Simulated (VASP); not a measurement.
Here is the system:

```yaml
crystal:
  lattice:
    - [3.97218, 0.00000, 0.00000]
    - [0.00000, 3.97218, 0.00000]
    - [0.00000, 0.00000, 3.97218]
  atoms:
    - { symbol: K, position: [0.00000, 0.00000, 0.00000] }
    - { symbol: Zn, position: [0.50000, 0.50000, 0.50000] }
    - { symbol: F, position: [0.50000, 0.00000, 0.50000] }
    - { symbol: F, position: [0.00000, 0.50000, 0.50000] }
    - { symbol: F, position: [0.50000, 0.50000, 0.00000] }
```

All values below come from MS2 meta-GGA, VASP's PBE PAW potentials (set 64) (plane waves; VASP). Numerical set-up: 520 eV cut-off, 6×6×6 Γ-centred mesh, Gaussian smearing of 0.050 eV, potentials K_sv Zn F.

Task: Give the stress tensor in GPa (positive for a compressed cell).

Result: 
```
6.87  0.00  0.00
0.00  6.87  0.00
0.00  0.00  6.87
```
The pressure is its mean diagonal, 6.87 GPa.

The compound is KZnF3 in the cubic perovskite structure. This cell is one point of a volume scan, at 0.94 of the reference volume.
